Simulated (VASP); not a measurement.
The system is BPt.

```xyz
2
Lattice="-1.6113 1.6113 2.2516 1.6113 -1.6113 2.2516 1.6113 1.6113 -2.2516" Properties=species:S:1:pos:R:3 pbc="T T T"
B     0.0000    0.0000    2.2516
Pt    0.0000    0.0000    0.0000
```

The cell was built by a generator and needn't be a form met in nature.

```yaml
Program: VASP 6.6.1
Task: relaxation of cell and atoms
Functional: r2SCAN
Potentials_or_basis: VASP PAW PBE potentials, release 64 (B, Pt)
Cutoff: 600 eV
k_mesh: 12 × 12 × 12
Occupations: gaussian, width 0.05 eV
Spin: no spin polarisation
```

At the start: pressure -3.0 GPa; volume 11.69 Å³/atom.

Q: Where does the relaxation end?

A: Over 7 steps the energy falls by 2.1 meV/atom and the volume is 11.55 Å³/atom (-1.3 %); space group Fm-3m (No. 225, to 0.05 Å).

The path:
```csv
step,energy change (eV),largest force (eV/Å),pressure (GPa),volume (Å³)
1,0.0000,0.0000,-2.96,23.38
2,0.0025,0.0000,4.98,22.66
3,-0.0035,0.0000,0.34,23.06
4,-0.0042,0.0000,0.16,23.08
5,-0.0042,0.0000,0.12,23.08
6,-0.0042,0.0000,-0.19,23.11
7,-0.0042,0.0000,0.02,23.09
```

Final structure:
```
B Pt
1.0
    -1.59820    1.59820    2.26010
     1.59820   -1.59820    2.26010
     1.59820    1.59820   -2.26010
B Pt
1 1
Direct
  0.50000 0.50000 0.00000
  0.00000 0.00000 0.00000
```

Caveat: the PAW data sets were made with another functional, which shifts forces and pressure a little.
